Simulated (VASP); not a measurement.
Consider the following.

```
CELL_PARAMETERS angstrom
      3.58020     0.00000     0.00000
      0.00000     3.58020     0.00000
      0.00000     0.00000     3.58020
ATOMIC_POSITIONS crystal
  Si 0.00000 0.00000 0.00000
  Ni 0.00000 0.50000 0.50000
  Ni 0.50000 0.00000 0.50000
  Ni 0.50000 0.50000 0.00000
```

The numbers are results of PBE GGA + U (Dudarev), VASP's PBE PAW potentials (set 64) (plane waves; VASP), not measurements. Settings: 400 eV cut-off, 8×8×8 Γ-centred mesh, first-order Methfessel-Paxton smearing of 0.10 eV, potentials Si Ni, U − J: Ni 1.00 eV.

### Question
Give the stress tensor in GPa (positive for a compressed cell).

### Answer

```
-13.67    0.00    0.00
  0.00  -13.67    0.00
  0.00    0.00  -13.67
```
The pressure is its mean diagonal, -13.67 GPa.

The compound is Ni3Si in the L1_2 structure. The cell was not relaxed at this level. The run is one of a series of settings (LDAU = .TRUE., LDAUJ = 0 0, LDAUL = -1 2, LDAUTYPE = 2, LDAUU = 0 1.0 against the base run), some of them coarse on purpose. The run is not spin-polarised, so no magnetic state was tried.
